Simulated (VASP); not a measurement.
# Vibrations of Bismuth: a test of the settings

How far do the zone-centre frequencies of Bismuth depend on the numerical settings? The starting structure is a measured crystal structure from the Crystallography Open Database.

Calculated with VASP 6.6.1; Kohn-Sham DFT with plane waves and PAW; LDA.

**1. Set-up**

The structure is trigonal, space group R-3m (No. 166). Conventional cell: a = 4.546 Å, b = 4.546 Å, c = 11.862 Å, α = 90.00°, β = 90.00°, γ = 120.00°. Nearest to Bi lie 3 Bi at 3.07 Å.

**2. Reference modes**

The cell comes from a relaxation at this level, not shown (67.17 Å³).

INCAR reads:

```
SYSTEM = Bi
PREC = Accurate
ENCUT = 450
EDIFF = 1E-08
NELM = 100
ISMEAR = 1
SIGMA = 0.15
LREAL = .FALSE.
ALGO = Normal
GGA = CA
NBANDS = 21
LORBIT = 11
LWAVE = .FALSE.
LCHARG = .FALSE.
KPAR = 4
IBRION = 8
ISIF = 2
```

POSCAR reads:

```
Bi
1.0
    2.2493911857      1.2986866067      3.8322473363
   -2.2493911857      1.2986866067      3.8322473363
    0.0000000000     -2.5973732132      3.8322473363
Bi
2
Direct
    0.7626540164      0.7626540164      0.7626540164
    0.2373459836      0.2373459836      0.2373459836
```

KPOINTS reads:

```
Automatic mesh
0
Gamma
12 12 12
0 0 0
```

The projector-augmented-wave data sets are Bi_d (LDA family, release 64).

On the command line:

```bash
$ mpirun -np 4 vasp_std
```

Output:

```text
[banner, memory and clock lines left out]
running    4 mpi-ranks, on    1 nodes
 distrk:  each k-point on    1 cores,    4 groups
 distr:  one band on    1 cores,    1 groups

 POSCAR found type information on POSCAR Bi
 POSCAR found :  1 types and       2 ions
 LDA part: xc-table for (Slater(with rela. corr.)+CA(PZ))
 , standard interpolation
 POSCAR, INCAR and KPOINTS ok, starting setup
 FFT: planning ... GRIDC
 FFT: planning ... GRID_SOFT
 FFT: planning ... GRID
 WAVECAR not read
 entering main loop
       N       E                     dE             d eps       ncg     rms          rms(c)
DAV:   1     0.292347486561E+03    0.29235E+03   -0.15292E+04  7953   0.159E+03
DAV:   2     0.152176165158E+02   -0.27713E+03   -0.27097E+03  8078   0.424E+02
DAV:   3    -0.831813858598E+01   -0.23536E+02   -0.23256E+02  9464   0.143E+02
DAV:   4    -0.911231533832E+01   -0.79418E+00   -0.79379E+00  9534   0.292E+01
DAV:   5    -0.914738503837E+01   -0.35070E-01   -0.35069E-01 11250   0.541E+00    0.106E+00
DAV:   6    -0.913261926322E+01    0.14766E-01   -0.18777E-02 10390   0.153E+00    0.613E-01
DAV:   7    -0.912593115540E+01    0.66881E-02   -0.12175E-02 10104   0.126E+00    0.105E-01
DAV:   8    -0.912585225360E+01    0.78902E-04   -0.12661E-03  9053   0.444E-01    0.164E-02
DAV:   9    -0.912585730564E+01   -0.50520E-05   -0.56687E-05 11952   0.631E-02    0.729E-03
DAV:  10    -0.912585718852E+01    0.11711E-06   -0.22686E-06  9625   0.103E-02    0.144E-03
DAV:  11    -0.912585723758E+01   -0.49053E-07   -0.16907E-07 10524   0.334E-03    0.591E-04
DAV:  12    -0.912585724181E+01   -0.42323E-08   -0.22392E-08  7684   0.105E-03
   1 F= -.91258572E+01 E0= -.91260021E+01  d E =0.434475E-03
 Linear response reoptimize wavefunctions to high precision
DAV:   1    -0.912585724131E+01    0.49658E-09   -0.21903E-09  5628   0.495E-04
DAV:   2    -0.912585724136E+01   -0.45475E-10   -0.45718E-10  5209   0.237E-04
 Linear response DOF=           2
 Linear response progress:
  Degree of freedom:   1/  2
       N       E                     dE             d eps       ncg     rms          rms(c)
RMM:   1    -0.330652895284E+00   -0.33065E+00    0.23115E-01 48351   0.842E+00
RMM:   2    -0.339427159375E+00   -0.87743E-02   -0.20554E-02 62283   0.119E+00    0.444E-02
RMM:   3    -0.339654436737E+00   -0.22728E-03   -0.17237E-03 66921   0.333E-01    0.252E-02
RMM:   4    -0.339565185584E+00    0.89251E-04   -0.13526E-04 69312   0.102E-01    0.588E-03
RMM:   5    -0.339574500427E+00   -0.93148E-05   -0.18175E-05 64168   0.327E-02    0.237E-03
RMM:   6    -0.339581149053E+00   -0.66486E-05   -0.47087E-06 67903   0.148E-02    0.979E-04
RMM:   7    -0.339580782376E+00    0.36668E-06   -0.78220E-07 67796   0.479E-03    0.324E-04
RMM:   8    -0.339577107366E+00    0.36750E-05   -0.23825E-07 68995   0.174E-03    0.105E-04
RMM:   9    -0.339575498698E+00    0.16087E-05    0.94644E-07 69420   0.781E-04    0.273E-05
RMM:  10    -0.339575387149E+00    0.11155E-06    0.22276E-08 71907   0.384E-04    0.135E-05
RMM:  11    -0.339575335805E+00    0.51344E-07    0.19200E-08 72386   0.232E-04    0.968E-06
RMM:  12    -0.339575014514E+00    0.32129E-06    0.31330E-08 68590   0.162E-04    0.275E-06
RMM:  13    -0.339575095565E+00   -0.81050E-07    0.44502E-09 68381   0.120E-04    0.292E-06
RMM:  14    -0.339575036631E+00    0.58934E-07    0.17360E-09 70231   0.101E-04    0.136E-06
RMM:  15    -0.339574989216E+00    0.47415E-07   -0.99122E-09 72988   0.937E-05    0.209E-07
RMM:  16    -0.339574998725E+00   -0.95093E-08   -0.85732E-09 75426   0.891E-05    0.400E-07
 first order change of Fermi-energy  -0.14293E-04
 force on displaced ion       1 direction 1 :  -1.494  -0.000  -0.000
 Linear response progress:
  Degree of freedom:   2/  2
       N       E                     dE             d eps       ncg     rms          rms(c)
RMM:   1    -0.331311194405E+00   -0.33131E+00    0.25725E-01 10520   0.852E+00
RMM:   2    -0.339992526853E+00   -0.86813E-02   -0.19738E-02 13578   0.118E+00    0.395E-02
RMM:   3    -0.340123123559E+00   -0.13060E-03   -0.16195E-03 14586   0.323E-01    0.220E-02
RMM:   4    -0.339957496825E+00    0.16563E-03   -0.13471E-04 14855   0.103E-01    0.566E-03
RMM:   5    -0.339967487731E+00   -0.99909E-05   -0.16761E-05 14878   0.313E-02    0.323E-03
RMM:   6    -0.339978898042E+00   -0.11410E-04   -0.30469E-06 14075   0.140E-02    0.803E-04
RMM:   7    -0.339980113863E+00   -0.12158E-05   -0.44168E-07 14715   0.466E-03    0.547E-04
RMM:   8    -0.339978191358E+00    0.19225E-05   -0.64333E-08 13197   0.174E-03    0.831E-05
RMM:   9    -0.339977757298E+00    0.43406E-06   -0.14045E-08 15452   0.827E-04    0.506E-05
RMM:  10    -0.339977580292E+00    0.17701E-06   -0.31582E-09 14777   0.348E-04    0.332E-05
RMM:  11    -0.339977447443E+00    0.13285E-06   -0.48032E-09 14663   0.215E-04    0.799E-06
RMM:  12    -0.339977475289E+00   -0.27847E-07   -0.12808E-08 15618   0.151E-04    0.214E-06
RMM:  13    -0.339977475441E+00   -0.15208E-09   -0.91572E-09 15609   0.119E-04    0.907E-07
 first order change of Fermi-energy  -0.24938E+00
 force on displaced ion       1 direction 3 :   0.000  -0.000  -3.752
 Linear response finished
```

The job ended after 4.3 min (4 MPI ranks of AMD EPYC 9R45, shared host; peak memory 6.5 GiB).

The logs omit lines about the potential files and the build; timing stands in the text.

From OUTCAR (step 2):

```text
ion  position               nearest neighbor table
   1  0.763  0.763  0.763-   2 3.06   2 3.06   2 3.06   2 3.41   2 3.41   2 3.41
   2  0.237  0.237  0.237-   1 3.06   1 3.06   1 3.06   1 3.41   1 3.41   1 3.41

  LATTYP: Found a trigonal (rhomboedric) cell.
 ALAT       =     4.6295212771
 COS(alpha) =     0.5278415083

 Subroutine GETGRP returns: Found 12 space group operations
 (whereof 12 operations were pure point group operations)

The static configuration has the point symmetry D_3d.

 Found    189 irreducible k-points:

   k-points           NKPTS =    189   k-points in BZ     NKDIM =    189   number of bands    NBANDS=     21

   dimension x,y,z NGX =    32 NGY =   32 NGZ =   32
   dimension x,y,z NGXF=    64 NGYF=   64 NGZF=   64

   ENCUT  =  450.0 eV  33.07 Ry    5.75 a.u.   8.01  8.01  8.01*2*pi/ulx,y,z

   NELECT =      30.0000    total number of electrons

 k-points in reciprocal lattice and weights: Automatic mesh
   0.00000000  0.00000000  0.00000000       0.001
   0.08333333 -0.00000000  0.00000000       0.003
   0.16666667  0.00000000 -0.00000000       0.003
   0.25000000  0.00000000 -0.00000000       0.003
   0.33333333 -0.00000000 -0.00000000       0.003
   0.41666667  0.00000000 -0.00000000       0.003
   0.50000000  0.00000000 -0.00000000       0.002
   0.08333333  0.08333333  0.00000000       0.003
   0.16666667  0.08333333 -0.00000000       0.007
[...]
-0.41666667  0.50000000  0.41666667       0.003
   0.50000000  0.50000000  0.50000000       0.001

 average (electrostatic) potential at core
       1-104.2258       2-104.2258

  Total       -0.0017776     -0.0017776      0.0010582      0.0000000      0.0000000      0.0000000
  in kB       -0.0423997     -0.0423997      0.0252410      0.0000000      0.0000000      0.0000000
  external PRESSURE =      -0.0198528 kB  Pullay stress =       0.0000000 kB

  energy-cutoff  :      450.00
  volume of cell :       67.17
      direct lattice vectors                 reciprocal lattice vectors
     2.249391186  1.298686607  3.832247336     0.222282368  0.128334785  0.086981164
    -2.249391186  1.298686607  3.832247336    -0.222282368  0.128334785  0.086981164
     0.000000000 -2.597373213  3.832247336     0.000000000 -0.256669570  0.086981164

 POSITION                                       TOTAL-FORCE (eV/Angst)
 -----------------------------------------------------------------------------------
      0.00000      0.00000      8.76804         0.000000      0.000000      0.000553
      0.00000      0.00000      2.72871         0.000000     -0.000000     -0.000553
 -----------------------------------------------------------------------------------
    total drift:                                0.000000      0.000000     -0.000000

 Eigenvectors and eigenvalues of the dynamical matrix
 ----------------------------------------------------

   1 f  =    2.962489 THz    18.613870 2PiTHz   98.818008 cm-1    12.251866 meV
             X         Y         Z           dx          dy          dz
      0.000000  0.000000  8.768036     0.000000    0.000000    0.707107
      0.000000  0.000000  2.728706    -0.000000   -0.000000   -0.707107

   2 f  =    1.869056 THz    11.743627 2PiTHz   62.345006 cm-1     7.729792 meV
             X         Y         Z           dx          dy          dz
      0.000000  0.000000  8.768036     0.000000    0.707107   -0.000000
      0.000000  0.000000  2.728706    -0.000000   -0.707107    0.000000

   3 f  =    1.869056 THz    11.743627 2PiTHz   62.345006 cm-1     7.729792 meV
             X         Y         Z           dx          dy          dz
      0.000000  0.000000  8.768036    -0.707107    0.000000   -0.000000
      0.000000  0.000000  2.728706     0.707107   -0.000000   -0.000000

   4 f  =    0.000000 THz     0.000000 2PiTHz    0.000001 cm-1     0.000000 meV
             X         Y         Z           dx          dy          dz
      0.000000  0.000000  8.768036    -0.413040    0.361959   -0.445403
      0.000000  0.000000  2.728706    -0.413040    0.361959   -0.445403

   5 f/i=    0.000000 THz     0.000000 2PiTHz    0.000000 cm-1     0.000000 meV
             X         Y         Z           dx          dy          dz
      0.000000  0.000000  8.768036    -0.553293   -0.105284    0.427531
      0.000000  0.000000  2.728706    -0.553293   -0.105284    0.427531

   6 f/i=    0.000000 THz     0.000000 2PiTHz    0.000001 cm-1     0.000000 meV
             X         Y         Z           dx          dy          dz
      0.000000  0.000000  8.768036    -0.152530   -0.598248   -0.344723
      0.000000  0.000000  2.728706    -0.152530   -0.598248   -0.344723

 ELASTIC MODULI CONTR FROM IONIC RELAXATION (kBar)
 Direction    XX          YY          ZZ          XY          YZ          ZX
 --------------------------------------------------------------------------------
 XX        -162.9628     49.1024   -104.2851      0.0000    216.3146     -0.0000
 YY          49.1024   -162.9628   -104.2851     -0.0000   -216.3146      0.0000
 ZZ        -104.2851   -104.2851   -191.0302     -0.0000     -0.0000      0.0000
 XY           0.0000     -0.0000     -0.0000   -106.0326     -0.0000    213.4676
 YZ         216.3146   -216.3146     -0.0000     -0.0000   -441.2984      0.0000
 ZX          -0.0000      0.0000      0.0000    213.4676      0.0000   -429.7586
 --------------------------------------------------------------------------------
```

Energies printed during the response cycles are not total energies of the cell.

Reference: the zone-centre modes are A1g 98.8, Eg 62.3 cm⁻¹.

**3. Modes with a 7×7×7 mesh**

Against step 2 the input has a 7×7×7 mesh.

INCAR is that of step 2.

POSCAR is that of step 2.

KPOINTS reads:

```
Automatic mesh
0
Gamma
7 7 7
0 0 0
```

On the command line:

```bash
$ mpirun -np 4 vasp_std
```

Output:

```text
[... set-up lines as in an earlier step ...]
 entering main loop
       N       E                     dE             d eps       ncg     rms          rms(c)
DAV:   1     0.292010676687E+03    0.29201E+03   -0.15185E+04  1858   0.160E+03
DAV:   2     0.151259233250E+02   -0.27688E+03   -0.27146E+03  1878   0.424E+02
DAV:   3    -0.833229031092E+01   -0.23458E+02   -0.23160E+02  2176   0.142E+02
DAV:   4    -0.913538882356E+01   -0.80310E+00   -0.80260E+00  2184   0.294E+01
[...]
DAV:  10    -0.915142689064E+01   -0.37944E-07   -0.49351E-06  2427   0.197E-02    0.150E-03
DAV:  11    -0.915142692048E+01   -0.29848E-07   -0.31174E-07  2329   0.485E-03    0.662E-04
DAV:  12    -0.915142692675E+01   -0.62628E-08   -0.43931E-08  1855   0.207E-03
   1 F= -.91514269E+01 E0= -.91518860E+01  d E =0.137720E-02
 Linear response reoptimize wavefunctions to high precision
DAV:   1    -0.915142692553E+01    0.12142E-08   -0.11712E-08  2138   0.117E-03
DAV:   2    -0.915142692566E+01   -0.12324E-09   -0.70832E-10  1139   0.235E-04
[...]
RMM:  14    -0.339673839114E+00    0.72003E-07   -0.18562E-09 13656   0.215E-04    0.107E-06
RMM:  15    -0.339673816299E+00    0.22816E-07   -0.12061E-08 14993   0.207E-04    0.318E-07
RMM:  16    -0.339673814586E+00    0.17122E-08   -0.11285E-08 11810   0.202E-04    0.359E-07
 first order change of Fermi-energy  -0.25227E-04
 force on displaced ion       1 direction 1 :  -1.348   0.000   0.000
 Linear response progress:
  Degree of freedom:   2/  2
       N       E                     dE             d eps       ncg     rms          rms(c)
RMM:   1    -0.331317785116E+00   -0.33132E+00    0.25253E-01  2446   0.849E+00
RMM:   2    -0.340016864629E+00   -0.86991E-02   -0.19726E-02  3160   0.118E+00    0.388E-02
RMM:   3    -0.340152120900E+00   -0.13526E-03   -0.16184E-03  3388   0.323E-01    0.216E-02
RMM:   4    -0.339994697795E+00    0.15742E-03   -0.13363E-04  3466   0.103E-01    0.562E-03
[...]
RMM:  10    -0.340011141208E+00    0.19575E-06   -0.43173E-08  3433   0.436E-04    0.335E-05
RMM:  11    -0.340011014031E+00    0.12718E-06    0.78072E-08  3381   0.295E-04    0.902E-06
RMM:  12    -0.340011022666E+00   -0.86347E-08    0.54385E-08  3610   0.236E-04    0.224E-06
 first order change of Fermi-energy  -0.10009E+01
 force on displaced ion       1 direction 3 :   0.000  -0.000  -3.601
 Linear response finished
```

The job ended after 54 s (4 MPI ranks; peak memory 1.7 GiB).

Parts of OUTCAR (step 3):

```text
  Total       -0.0040783     -0.0040783     -0.1389027      0.0000000     -0.0000000      0.0000000
  in kB       -0.0972779     -0.0972779     -3.3131964      0.0000000     -0.0000000      0.0000000
  external PRESSURE =      -1.1692507 kB  Pullay stress =       0.0000000 kB

 POSITION                                       TOTAL-FORCE (eV/Angst)
 -----------------------------------------------------------------------------------
      0.00000      0.00000      8.76804         0.000000      0.000000      0.021703
      0.00000      0.00000      2.72871         0.000000     -0.000000     -0.021703
 -----------------------------------------------------------------------------------
    total drift:                                0.000000      0.000000     -0.000000

[... 1 part as in an earlier step ...]

[... 1 further part left out ...]
```

With a 7×7×7 mesh the modes are A1g 96.8, Eg 59.2 cm⁻¹; the largest shift is -3.1 cm⁻¹, in Eg, from the reference.

**4. Modes with a cutoff of 240 eV**

Against step 2 the input has ENCUT = 240.

Changes to INCAR since step 3:

```diff
@@ -2,3 +2,3 @@
 PREC = Accurate
-ENCUT = 450
+ENCUT = 240
 EDIFF = 1E-08
```

POSCAR is that of step 3.

KPOINTS reads:

```
Automatic mesh
0
Gamma
12 12 12
0 0 0
```

On the command line:

```bash
$ mpirun -np 4 vasp_std
```

Output:

```text
[... set-up lines as in an earlier step ...]
 entering main loop
       N       E                     dE             d eps       ncg     rms          rms(c)
DAV:   1     0.230203984587E+03    0.23020E+03   -0.11435E+04  8315   0.102E+03
DAV:   2     0.575091969586E+01   -0.22445E+03   -0.22018E+03  8458   0.334E+02
DAV:   3    -0.880663231871E+01   -0.14558E+02   -0.14456E+02  9310   0.103E+02
DAV:   4    -0.913411465019E+01   -0.32748E+00   -0.32741E+00 10047   0.162E+01
[...]
DAV:  10    -0.912004102882E+01    0.25006E-06   -0.25761E-06  9101   0.147E-02    0.881E-04
DAV:  11    -0.912004104450E+01   -0.15677E-07   -0.11569E-07  9228   0.264E-03    0.574E-04
DAV:  12    -0.912004104992E+01   -0.54201E-08   -0.16983E-08  7570   0.868E-04
   1 F= -.91200410E+01 E0= -.91201860E+01  d E =0.434982E-03
 Linear response reoptimize wavefunctions to high precision
DAV:   1    -0.912004105016E+01   -0.24602E-09   -0.18057E-09  5594   0.423E-04
DAV:   2    -0.912004105018E+01   -0.12278E-10   -0.32866E-10  5104   0.173E-04
 Linear response DOF=           2
 Linear response progress:
[...]
RMM:  12    -0.335951601270E+00    0.27248E-07    0.25303E-08 70104   0.101E-04    0.996E-07
RMM:  13    -0.335951580041E+00    0.21230E-07    0.54829E-10 73100   0.918E-05    0.599E-07
RMM:  14    -0.335951583489E+00   -0.34489E-08   -0.10964E-08 74570   0.867E-05    0.332E-07
 first order change of Fermi-energy  -0.14465E-04
 force on displaced ion       1 direction 1 :  -1.526  -0.000  -0.000
 Linear response progress:
  Degree of freedom:   2/  2
       N       E                     dE             d eps       ncg     rms          rms(c)
RMM:   1    -0.328813610541E+00   -0.32881E+00    0.17672E-01 10530   0.798E+00
RMM:   2    -0.336611671102E+00   -0.77981E-02   -0.12343E-02 12154   0.868E-01    0.437E-02
RMM:   3    -0.336519049804E+00    0.92621E-04   -0.10364E-03 13941   0.298E-01    0.223E-02
RMM:   4    -0.336366061892E+00    0.15299E-03   -0.50383E-05 13279   0.597E-02    0.474E-03
[...]
RMM:  10    -0.336370053320E+00    0.99476E-07    0.14089E-08 15444   0.215E-04    0.146E-05
RMM:  11    -0.336369898923E+00    0.15440E-06   -0.18303E-09 15025   0.127E-04    0.282E-06
RMM:  12    -0.336369893381E+00    0.55426E-08    0.50918E-09 15097   0.932E-05    0.127E-06
 first order change of Fermi-energy  -0.24926E+00
 force on displaced ion       1 direction 3 :   0.000  -0.000  -3.778
 Linear response finished
```

The job ended after 1.8 min (4 MPI ranks; peak memory 2.8 GiB; 7 min of CPU time).

From OUTCAR (step 4):

```text
  Total       -0.5558526     -0.5558526     -0.5532471      0.0000000     -0.0000000      0.0000000
  in kB      -13.2585521    -13.2585521    -13.1964029      0.0000000     -0.0000000      0.0000000
  external PRESSURE =     -13.2378357 kB  Pullay stress =       0.0000000 kB

 POSITION                                       TOTAL-FORCE (eV/Angst)
 -----------------------------------------------------------------------------------
      0.00000      0.00000      8.76804         0.000000      0.000000      0.002984
      0.00000      0.00000      2.72871         0.000000     -0.000000     -0.002984
 -----------------------------------------------------------------------------------
    total drift:                                0.000000      0.000000     -0.000000

[... 1 part as in an earlier step ...]

[... 1 further part left out ...]
```

With a cutoff of 240 eV the modes are A1g 99.2, Eg 63.0 cm⁻¹; the largest shift is +0.7 cm⁻¹, in Eg, from the reference.

[end of part 1 of 2]

[Lines on the potential files, build, host, timing and source positions are cut from VASP's logs without a mark.]

[Logs are printed without paths, hosts, clocks, repeated set-up lines and the standing remarks that a program may print on its own settings, such as how far it seeks lower states.]

[Hosts, paths, dates, database ids (printed as entryN), source tags and the programs' standing remarks are cut or masked in the printed files.]
